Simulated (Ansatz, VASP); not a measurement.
# One calculation of MgBe, two programs

INCAR

```
SYSTEM = MgBe
ALGO = Fast
EDIFF = 1E-7
EDIFFG = -0.01
ENCUT = 600
GGA = PE
IBRION = 2
ISIF = 3
ISMEAR = 0
LASPH = .TRUE.
LCHARG = .FALSE.
LREAL = .FALSE.
LWAVE = .FALSE.
NELM = 80
NSW = 100
PREC = Accurate
SIGMA = 0.1
```

File KPOINTS:

```
k-points
0
G
  21 21 14
  0 0 0
```

The input POSCAR:

```
MgBe
1.0
    2.9247531600      0.0000000000      0.0000000000
   -1.4623765800      2.5329105400      0.0000000000
    0.0000000000      0.0000000000      4.2316362300
Mg Be
1 1
Direct
    0.3333333300      0.6666666700      0.5000000000
    0.0000000000      0.0000000000      0.0000000000
```

Input for Ansatz:

```yaml
crystal:
  lattice:
    - [2.92475316, 0.0, 0.0]
    - [-1.46237658, 2.53291054, 0.0]
    - [0.0, 0.0, 4.23163623]
  atoms:
    - { symbol: Mg, position: [0.33333333, 0.66666667, 0.5] }
    - { symbol: Be, position: [0.0, 0.0, 0.0] }
basis:
  ecutwfc: 420
kpoints:
  mp_grid: { grid: [21, 21, 14] }
hamiltonian:
  xc: pbe
scf:
  occupations: { method: gaussian, width: 0.1 }
output:
  forces: true
  stress: true
  eigenvalues: true
  write_density: true
  write_potential: true
  elf: true
  volumetric_format: npy
relax:
  adjacent_minimum: "off"
  f_tol: 0.01
  max_steps: 80
  cell: { stress_tol: 0.05 }
```

Alike in both runs: task relaxation of cell and atoms; functional PBE; k mesh 21 × 21 × 14; occupations gaussian, width 0.1 eV; no spin polarisation.

```csv
,VASP,Ansatz
version,VASP 6.6.1,Ansatz 0.2.0
potentials or method,"VASP PAW PBE potentials, release 64 (Mg, Be)","scalar-relativistic, plane waves, PAW"
plane-wave cutoff (eV),600,420
valence electrons in the cell,4,12
```

```tsv
	VASP	Ansatz	Ansatz less VASP
gap on the k mesh at the Fermi level, each at its own relaxed structure (eV)	none	none	-
relaxed volume (Å³/atom)	15.34	15.36	+0.016
relaxed cell length with the largest relative difference (Å)	2.896	2.897	+0.0011
energy change over the relaxation (meV/atom)	-1	-1	+0.1
```

A gap of «none» marks a metal or a gap that the smearing closes. The two sets of potentials don't hold the same shells in valence.
